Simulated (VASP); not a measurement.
An input for Ansatz (written as the equivalent of a VASP run, and not itself run):

Ansatz 0.2 input:
```yaml
crystal:
  lattice:
    - [3.5006635, 0.0000000, 0.0000000]
    - [-1.7503318, 3.0316637, 0.0000000]
    - [0.0000000, 0.0000000, 11.2113077]
  atoms:
    - { symbol: Tl, position: [0.0000000, 0.0000000, 1.0000000] }
    - { symbol: Tl, position: [0.0000000, 0.0000000, 0.5000000] }
    - { symbol: Bi, position: [0.3333330, 0.6666670, 0.2500000] }
    - { symbol: Bi, position: [0.6666670, 0.3333330, 0.7500000] }
kpoints:
  mp_grid: { grid: [13, 13, 4] }
hamiltonian:
  xc: pbesol
  pseudopotentials: { kind: paw }
scf:
  occupations: { method: tetrahedron }
  max_iter: 100
output: { forces: true, stress: true, eigenvalues: true }
```

Write the VASP files for the same calculation (PBEsol).

This is not unique; one that fits is 
INCAR:
```
# general
SYSTEM  = TlBi
PREC    = Accurate
ENCUT   = 400
LREAL   = .FALSE.
LASPH   = .TRUE.

# electronic loop
EDIFF   = 1E-7
NELM    = 100
ALGO    = Normal
LMAXMIX = 4

# smearing
ISMEAR  = -5

# functional
GGA     = PS

# ions
ISIF    = 2

# output
LWAVE   = .FALSE.
LCHARG  = .TRUE.
LORBIT  = 11
NEDOS   = 601
```

**KPOINTS**
```
Automatic mesh
0
Gamma
13 13 4
0 0 0
```

**POSCAR**
```
TlBi
1
    3.5006635296    -0.0000000000    -0.0000000000
   -1.7503317648     3.0316637042     0.0000000000
    0.0000000000    -0.0000000000    11.2113076614
Tl Bi
2 2
Direct
  0.0000000000   0.0000000000   1.0000000000
  0.0000000000   0.0000000000   0.5000000000
  0.3333330000   0.6666670000   0.2500000000
  0.6666670000   0.3333330000   0.7500000000
```

POTCAR, in this order: Tl_d Bi_d (PBE.64 set). Program: vasp_std.

What does not carry over: each code has its own PAW files, so the cut-off isn't converted (ENCUT is set for VASP's; basis.ecutwfc is left out, and Ansatz then takes the one that its files recommend); Ansatz stops its SCF on the density residual and VASP on the energy change (EDIFF).

The structure was generated: TlBi was put into the NiAs type type (P6_3/mmc), which need not be its known phase. It was relaxed first.
